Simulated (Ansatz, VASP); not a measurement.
# HfZrS3: VASP beside Ansatz

```
Zr Hf S
1.0
     3.39642    0.00000    0.00000
     0.00000    3.39642    0.00000
     0.00000    0.00000    9.61628
Zr Hf S
1 1 3
Cartesian
  1.6982 1.6982 0.0000
  1.6982 1.6982 4.8081
  0.0000 0.0000 8.1861
  0.0000 0.0000 1.4302
  0.0000 0.0000 4.8081
```

Alike in both runs: functional PBE; k mesh 4 × 4 × 4; occupations gaussian, width 0.1 eV; no spin polarisation.

Ansatz relaxed the structure, and its values are those at the end. VASP's run is a single point on that final structure, the one shown.

|  | VASP | Ansatz |
| --- | --- | --- |
| version | VASP 6.6.1 | Ansatz 0.2.0 |
| potentials or method | VASP PAW PBE potentials, release 64 (Zr_sv, Hf_pv, S) | scalar-relativistic, plane waves, PAW |
| plane-wave cutoff (eV) | 520 | 420 |
| valence electrons in the cell | 40 | 56 |

|  | VASP | Ansatz | Ansatz less VASP |
| --- | --- | --- | --- |
| gap on the k mesh at the Fermi level (eV) | none | none | - |
| pressure (GPa) | -0.1 | 0.1 | +0.22 |
| rms of the force components (eV/Å) | 0.009 | 0.008 | -0.0003 |

A gap of «none» marks a metal or a gap that the smearing closes. The functional is the same, so the differences come from potentials, cutoffs and numerics. The two sets of potentials don't hold the same shells in valence.

Caveats: the k mesh is coarse (spacing up to 0.46 Å⁻¹), so the values aren't converged; this functional lacks dispersion, which binds the layers, so the pressure and a relaxed spacing across them are unreliable. The runs have no spin-orbit coupling, so splittings on Hf are missing.
